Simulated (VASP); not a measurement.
Here is the system:

```
Ga
1.0
    2.25710    -3.77797     0.00000
    2.25710     3.77797     0.00000
    0.00000     0.00000     4.47228
Ga
4
Direct
  0.15490   0.84510   0.91900
  0.34510   0.65490   0.41900
  0.65490   0.34510   0.58100
  0.85498   0.16478   0.08100
```

Method: PBE GGA, VASP's PBE PAW potentials (set 64) (plane waves; VASP). Numerical set-up: 400 eV cut-off, 7×7×6 Γ-centred mesh, first-order Methfessel-Paxton smearing of 0.020 eV, potentials Ga_d.

Question: Which forces act on the atoms, in eV/Å?

Answer: 
```json
[
 {"atom": "Ga1", "Fx": "0.064", "Fy": "-0.132", "Fz": "-0.081"},
 {"atom": "Ga2", "Fx": "0.120", "Fy": "0.136", "Fz": "-0.062"},
 {"atom": "Ga3", "Fx": "-0.067", "Fy": "-0.138", "Fz": "0.068"},
 {"atom": "Ga4", "Fx": "-0.117", "Fy": "0.134", "Fz": "0.074"}
]
```

Question: Give the stress tensor in GPa (positive for a compressed cell).

Answer: 
```
 1.54   0.08   0.06
 0.08   4.79  -0.02
 0.06  -0.02   3.27
```
The pressure is its mean diagonal, 3.20 GPa.

The compound is Ga in the alpha structure. The cell was not relaxed at this level, atoms are displaced from their ideal sites. The run is one of a series of settings (SIGMA = 0.02 against the base run), some of them coarse on purpose.
